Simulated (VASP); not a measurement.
ZnO (wurtzite) relaxed at rising pressure, in one space group throughout; other phases were not tried. The pressures are those reached. Level of theory: LDA (Ceperley-Alder, Perdew-Zunger), VASP's LDA PAW potentials (set 64) (plane waves; VASP).

```
P (GPa)  V (Å³/atom)  k-mesh
-------  -----------  ------
-0.19         11.403   8×8×5
4.86          11.082   8×8×5
9.85          10.799   8×8×5
20.06         10.329   8×8×5
30.05          9.949   8×8×5
```

Q: Fit an equation of state and predict the volume at 44.89 GPa.

A: Least squares on the third-order Birch-Murnaghan form, P = (3B0/2)(y⁷ − y⁵)[1 + (3/4)(B′ − 4)(y² − 1)] with y = (V0/V)^(1/3), gives V0 = 11.390 Å³/atom, B0 = 166 GPa and B′ = 4.3, and so 9.492 Å³/atom. The run gave 9.490 Å³/atom, -0.0 % from the fit.

Pressures at which the relaxation failed are left out.

The compound is ZnO in the wurtzite structure.
